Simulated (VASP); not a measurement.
Runs of VASP 6.6.1 on BH3. The cell holds a molecule in a box, 4 atoms: a = 11.000 Å, b = 11.000 Å, c = 11.000 Å, α = 90.00°, β = 90.00°, γ = 90.00°. 

```csv
task,level,potentials or basis,cell,cutoff (eV),grid for exact exchange (PRECFOCK),exchange at q = 0,gap on the mesh (eV),largest force (eV/Å)
single point,r2SCAN,"VASP PAW PBE potentials, release 64 (B, H)",as given,520,-,-,(b),0.07
single point,PBE0,"VASP PAW PBE potentials, release 64 (B_s, H_s)",as given,400,Fast,default,7.98,0.03
single point,PBE,"VASP PAW PBE potentials, release 64 (B_h, H_h)",as given,900,-,-,(c),0.10
atomic charges,PBE+TS,"VASP PAW PBE potentials, release 64 (B, H)",as given,520,-,-,5.43,0.12
relaxation of the atoms,r2SCAN+D4,"VASP PAW PBE potentials, release 64 (B, H)",atoms relaxed,520,-,-,6.28,-
single point,LDA,"VASP PAW LDA potentials, release 64 (B, H)",as given,520,-,-,5.10,(a)
single point,PBE,"VASP PAW PBE potentials, release 64 (B, H)",as given,520,-,-,5.43,0.12
electron localisation function,PBE,"VASP PAW PBE potentials, release 64 (B, H)",as given,520,-,-,5.43,0.12
```

Alike in all rows: no spin polarisation; k mesh 1 × 1 × 1; smearing gaussian 0.01 eV.

Q: Fill in the values left out.

A: (a) 0.18; (b) 6.27; (c) 5.41.

Caveats: the PAW data sets were made with another functional, which shifts forces and pressure a little (some runs).

A k mesh can miss the band edges.

Not every run made on this cell is shown here.
